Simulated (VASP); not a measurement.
# V under biaxial strain in the (001) plane

Wanted: the elastic response of V to biaxial strain in the (001) plane, with a fit that predicts a row left out.

Program: VASP 6.6.1. Level of theory: PBEsol, no spin polarisation; plane waves and PAW (V_sv), in the first sound run; inputs show where later runs differ. Results are calculated unless marked as measured.

## 1. Starting point

It takes space group Im-3m (No. 229, cubic). The conventional cell has a = 3.020 Å, b = 3.020 Å, c = 3.020 Å, α = 90.00°, β = 90.00°, γ = 90.00°. Nearest to V lie 8 V at 2.62 Å.

## 2. Relax the crystal, PBEsol

The series starts from the cell that this level prefers, so that zero strain is near zero stress.

This step took 2 runs in a row; the last is shown.

Level: PBEsol, no spin polarisation; plane waves and PAW (V_sv).

Input file INCAR:

```
SYSTEM = V
PREC = Accurate
ENCUT = 450
EDIFF = 1E-07
NELM = 120
ISMEAR = 1
SIGMA = 0.15
LREAL = .FALSE.
ALGO = Normal
GGA = PS
NBANDS = 12
LASPH = .TRUE.
LORBIT = 11
LWAVE = .FALSE.
LCHARG = .FALSE.
KPAR = 8
IBRION = 2
NSW = 40
ISIF = 3
EDIFFG = -0.005
POTIM = 0.4
```

Input file POSCAR:

```
V
1.0
   -1.4786221973      1.4786221973      1.4786221973
    1.4786221973     -1.4786221973      1.4786221973
    1.4786221973      1.4786221973     -1.4786221973
V
1
Direct
    0.0000000000      0.0000000000      0.0000000000
```

Input file KPOINTS:

```
Automatic mesh
0
Gamma
27 27 27
0 0 0
```

Potentials, in the order of the species: V_sv (PBE family, release 64).

Command:

```
$ mpirun -np 8 vasp_std
```

Log:

```text
[banner, memory and clock lines left out]
running    8 mpi-ranks, on    1 nodes
[...]
|                                                                             |
|           W    W    AA    RRRRR   N    N  II  N    N   GGGG   !!!           |
|           W    W   A  A   R    R  NN   N  II  NN   N  G    G  !!!           |
|           W    W  A    A  R    R  N N  N  II  N N  N  G       !!!           |
|           W WW W  AAAAAA  RRRRR   N  N N  II  N  N N  G  GGG   !            |
|           WW  WW  A    A  R   R   N   NN  II  N   NN  G    G                |
|           W    W  A    A  R    R  N    N  II  N    N   GGGG   !!!           |
|                                                                             |
|     For optimal performance we recommend to set                             |
|       NCORE = 2 up to number-of-cores-per-socket                            |
|     NCORE specifies how many cores store one orbital (NPAR=cpu/NCORE).      |
|     This setting can greatly improve the performance of VASP for DFT.       |
[...]
DAV:   5    -0.963417359229E+01    0.11831E-06   -0.19186E-07 13260   0.621E-03    0.153E-03
DAV:   6    -0.963417338935E+01    0.20294E-06   -0.14330E-08  7032   0.193E-03    0.142E-04
DAV:   7    -0.963417341350E+01   -0.24153E-07   -0.94877E-10  6788   0.442E-04
   2 F= -.96341734E+01 E0= -.96342034E+01  d E =0.435011E-05
 trial-energy change:    0.000004  1 .order    0.000001   -0.000093    0.000095
 step:   0.4677(harm=  0.4955)  dis= 0.00000  next Energy=    -9.634199 (dE=-0.214E-04)
[...]
N       E                     dE             d eps       ncg     rms          rms(c)
DAV:   1    -0.963488631638E+01   -0.71293E-03   -0.10952E-02 13456   0.179E+00    0.298E-01
DAV:   2    -0.963420964725E+01    0.67667E-03   -0.16819E-03 13520   0.678E-01    0.591E-02
DAV:   3    -0.963420163026E+01    0.80170E-05   -0.86411E-06 14076   0.364E-02    0.331E-02
DAV:   4    -0.963419775320E+01    0.38771E-05   -0.58140E-06 14136   0.271E-02    0.192E-03
DAV:   5    -0.963419788930E+01   -0.13611E-06   -0.53632E-08  9436   0.340E-03    0.748E-04
DAV:   6    -0.963419797900E+01   -0.89697E-07   -0.67063E-09  6732   0.135E-03
   3 F= -.96341980E+01 E0= -.96342282E+01  d E =-.202154E-04
[...]
reached required accuracy - stopping structural energy minimisation
```

Wall time 8.6 s (8 MPI ranks of Intel Xeon 6975P-C (Granite Rapids), shared host); peak memory 1.4 GiB.

Lines that name or quote the potential files are left out of all logs, and their timing lines are given in words.

OUTCAR, selected parts (step 2):

```text
  Total       -0.0003184     -0.0003184     -0.0003184     -0.0000000      0.0000000     -0.0000000
  in kB       -0.0395055     -0.0395055     -0.0395055     -0.0000000      0.0000000     -0.0000000
  external PRESSURE =      -0.0395055 kB  Pullay stress =       0.0000000 kB

 POSITION                                       TOTAL-FORCE (eV/Angst)
 -----------------------------------------------------------------------------------
      0.00000     -0.00000      0.00000         0.000000     -0.000000      0.000000
 -----------------------------------------------------------------------------------
    total drift:                                0.000000      0.000000      0.000000

  FREE ENERGIE OF THE ION-ELECTRON SYSTEM (eV)
  ---------------------------------------------------
  free  energy   TOTEN  =        -9.6341979790 eV

  energy  without entropy=       -9.6342886283  energy(sigma->0) =       -9.63422820

 reached required accuracy - stopping structural energy minimisation

[... 3 further parts left out ...]
[key lines of the parts left out:]
E-fermi :  10.0937
```

Read from the output:

| Property | Result |
| --- | --- |
| energy(sigma→0) of the program | -9.6342 eV |
| stress, compression positive | xx, yy, zz 0.00, 0.00, 0.00 GPa |
| volume | 12.911 Å³ |
| ionic steps | 3 |

## 3. Strain along the normal, PBEsol

One member in full: the plane is strained by -1 %, and the strain along the normal is moved by secant steps until the normal stress is under 0.012 GPa or five steps are spent; the atoms relax at each step.

This step took 3 runs, each at a new trial strain with the atoms of the one before; the last is shown.

Level: PBEsol, no spin polarisation; plane waves and PAW (V_sv).

INCAR, as its differences from that of step 2:

```diff
@@ -15,7 +15,7 @@
 LCHARG = .FALSE.
-KPAR = 8
-IBRION = 2
-NSW = 40
-ISIF = 3
-EDIFFG = -0.005
-POTIM = 0.4
+KPAR = 2
+IBRION = 1
+NSW = 25
+ISIF = 2
+EDIFFG = -0.004
+POTIM = 0.3
```

Input file POSCAR:

```
V
1.0
   -1.4630864920      1.4630864920      1.4929211480
    1.4630864920     -1.4630864920      1.4929211480
    1.4630864920      1.4630864920     -1.4929211480
V
1
Direct
    0.0000000000      0.0000000000      0.0000000000
```

KPOINTS is that of step 2.

Command:

```
$ mpirun -np 2 vasp_std
```

Log:

```text
[banner, memory and clock lines left out]
running    2 mpi-ranks, on    1 nodes
[...]
[... a notice as in an earlier step ...]

 LDA part: xc-table for (Slater+PW92), standard interpolation
 POSCAR, INCAR and KPOINTS ok, starting setup
[...]
entering main loop
       N       E                     dE             d eps       ncg     rms          rms(c)
DAV:   1     0.809917074155E+02    0.80992E+02   -0.65252E+03 35544   0.108E+03
DAV:   2    -0.997387864812E+01   -0.90966E+02   -0.88251E+02 36148   0.311E+02
DAV:   3    -0.110999549991E+02   -0.11261E+01   -0.11231E+01 38984   0.403E+01
DAV:   4    -0.111053107038E+02   -0.53557E-02   -0.53556E-02 37976   0.294E+00
[...]
DAV:   9    -0.963101058357E+01   -0.42097E-04   -0.11739E-04 36484   0.160E-01    0.476E-02
DAV:  10    -0.963101733171E+01   -0.67481E-05   -0.52419E-06 37864   0.326E-02    0.366E-03
DAV:  11    -0.963101738005E+01   -0.48344E-07   -0.56705E-07 37044   0.126E-02
   1 F= -.96310174E+01 E0= -.96310488E+01  d E =-.963102E+01
 BRION: g(F)=  0.338E-62 g(S)=  0.000E+00
 reached required accuracy - stopping structural energy minimisation
```

Elapsed: 27 s, on 2 MPI ranks; peak memory 0.53 GiB; 51 s of CPU time.

Parts of OUTCAR (step 3):

```text
  Total        0.2409277      0.2409277     -0.0000278      0.0000000     -0.0000000      0.0000000
  in kB       30.1967652     30.1967652     -0.0034825      0.0000000     -0.0000000      0.0000000
  external PRESSURE =      20.1300160 kB  Pullay stress =       0.0000000 kB

 POSITION                                       TOTAL-FORCE (eV/Angst)
 -----------------------------------------------------------------------------------
      0.00000      0.00000      0.00000        -0.000000     -0.000000     -0.000000
 -----------------------------------------------------------------------------------
    total drift:                                0.000000     -0.000000      0.000000

  FREE ENERGIE OF THE ION-ELECTRON SYSTEM (eV)
  ---------------------------------------------------
  free  energy   TOTEN  =        -9.6310173801 eV

  energy  without entropy=       -9.6311115849  energy(sigma->0) =       -9.63104878

[... 1 part as in an earlier step ...]

[... 3 further parts left out ...]
[key lines of the parts left out:]
E-fermi :  10.2247
```

Numbers from this step:

| Quantity | Value |
| --- | --- |
| energy(sigma→0) of the program | -9.6310 eV |
| stress, compression positive | xx, yy, zz 3.02, 3.02, 0.00 GPa |
| ionic steps | 1 |

## 4. All members

The other members went through these steps as far as the tables show, with the same cutoff and, step by step, the same mesh; 26 runs are not shown. The session took 0.44 core hours (wall time by ranks) on a shared machine.

```tsv
in-plane strain (%)	strain along the normal (%)	in-plane stress, tension positive (GPa)	energy above the unstrained row, extrapolated to no smearing (meV/atom)
-2.000	2.106	-6.204	11.129
-1.500	1.556	-4.589	6.474
-1.000	1.019	-3.020	3.077
-0.500	0.496	?	?
0	-0.018	0.017	0.000
0.500	-0.516	1.482	0.252
1.000	-1.012	2.886	1.670
1.500	-1.511	4.213	4.210
2.000	-2.024	5.416	7.800
```

## 5. Stress from the known rows

A least-squares parabola through the 8 rows shown, with e the strain in %: stress = − 0.1062 e² + 2.921 e + 0.03844 (GPa), r.m.s. residual 0.027 GPa.

At e = -0.5 this predicts -1.449 GPa.

## 6. Prediction against calculation

The calculation gives -1.480 GPa, so the prediction is 0.031 GPa too high, within twice the residual of the fit.

Slopes at zero strain, from cubics through all rows: strain ratio -1.010, stress over strain 297 GPa.

## 7. Summary of results

```
error of the predicted stress      : 0.031 GPa
ratio of normal to in-plane strain : -1.010
biaxial modulus                    : 297 GPa
```

**Reading.** As a check, the curvature of the energy gives 296 GPa for the same modulus (energy per volume = M × strain²), 0 % from the slope of the stress. The energy also has a linear term worth 0.41 GPa that the stress column lacks, a mark of the finite basis or of the smearing. These are static values: temperature and zero-point motion are left out. In a metal the slopes also depend on mesh and smearing, which were held through the series.

[Lines on the potential files, build, host, timing and source positions are cut from VASP's logs without a mark.]

[Logs are printed without paths, hosts, clocks, repeated set-up lines and the standing remarks that a program may print on its own settings, such as how far it seeks lower states.]

[Hosts, paths, dates, database ids (printed as entryN), source tags and the programs' standing remarks are cut or masked in the printed files.]

[In band tables of VASP the shares of atoms and orbitals are scaled to a sum of 1 inside the atoms' spheres.]
